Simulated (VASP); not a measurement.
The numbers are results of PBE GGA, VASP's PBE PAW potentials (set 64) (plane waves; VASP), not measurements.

The input files of a VASP run:

**KPOINTS_OPT**
```
k-points along high-symmetry lines
5
Line-mode
Reciprocal
  0.000000   0.000000   0.000000 ! GAMMA
  0.500000   0.000000   0.000000 ! X

  0.500000   0.000000   0.000000 ! X
  0.500000   0.500000   0.000000 ! S

  0.500000   0.500000   0.000000 ! S
  0.000000   0.500000   0.000000 ! Y

  0.000000   0.500000   0.000000 ! Y
  0.000000   0.000000   0.000000 ! GAMMA

  0.000000   0.000000   0.000000 ! GAMMA
  0.000000   0.000000   0.500000 ! Z

  0.000000   0.000000   0.500000 ! Z
  0.500000   0.000000   0.500000 ! U

  0.500000   0.000000   0.500000 ! U
  0.500000   0.500000   0.500000 ! R

  0.500000   0.500000   0.500000 ! R
  0.000000   0.500000   0.500000 ! T

  0.000000   0.500000   0.500000 ! T
  0.000000   0.000000   0.500000 ! Z

  0.500000   0.000000   0.000000 ! X
  0.500000   0.000000   0.500000 ! U

  0.000000   0.500000   0.000000 ! Y
  0.000000   0.500000   0.500000 ! T

  0.500000   0.500000   0.000000 ! S
  0.500000   0.500000   0.500000 ! R
```

**KPOINTS**
```
Automatic mesh
0
Gamma
3 5 3
0 0 0
```

INCAR:
```
SYSTEM = YTi
PREC = Accurate; ENCUT = 300; LREAL = .False.
LASPH = .True.
EDIFF = 1E-6; NELM = 100; ALGO = Normal
LMAXMIX = 4
ISMEAR = -1; SIGMA = 0.1
GGA = PE
ISIF = 2
LWAVE = .False.; LCHARG = .False.
```

POSCAR:
```
YTi
1
    5.3900630000     0.0000000000     0.0000000000
    0.0000000000     3.5680580000     0.0000000000
    0.0000000000     0.0000000000     5.5030800000
Ti Y
2 2
Direct
  0.7500000000   0.5000000000   0.3125000000
  0.2500000000   0.5000000000   0.6875000000
  0.7500000000   0.0000000000   0.8125000000
  0.2500000000   0.0000000000   0.1875000000
```

POTCAR, in this order: Ti_sv Y_sv (PBE.64 set). Program: vasp_std.

At this cut-off the stress carries a Pulay error, which pulls relaxed volumes low.

### Question
Predict the energy per atom (σ→0), pressure, largest force, band gap (over mesh and band path).

### Answer

```yaml
energy per atom (σ→0): -6.796 eV/atom
band gap (over mesh and band path): none (metal, semimetal or under 0.01 eV)
pressure: -4.72 GPa
largest_force: 0.536 eV/Å
```

File OSZICAR:
```
...
DAV:  20    -0.273137703370E+02   -0.13723E-05   -0.13576E-05   447   0.136E-03    0.278E-04
DAV:  21    -0.273137712815E+02   -0.94451E-06   -0.96211E-06   447   0.100E-03
   1 F= -.27313771E+02 E0= -.27183551E+02  d E =-.260440E+00
       N       E                     dE             ncg
       N       E                     dE             ncg
       N       E                     dE             ncg
       N       E                     dE             ncg
       N       E                     dE             ncg
```

The structure was generated: YTi was put into an ordered model structure, which need not be its known phase. The cell was not relaxed at this level. The k-mesh is coarse (spacing up to 0.39 per Å, 2π included), so the numbers may not be converged in it.
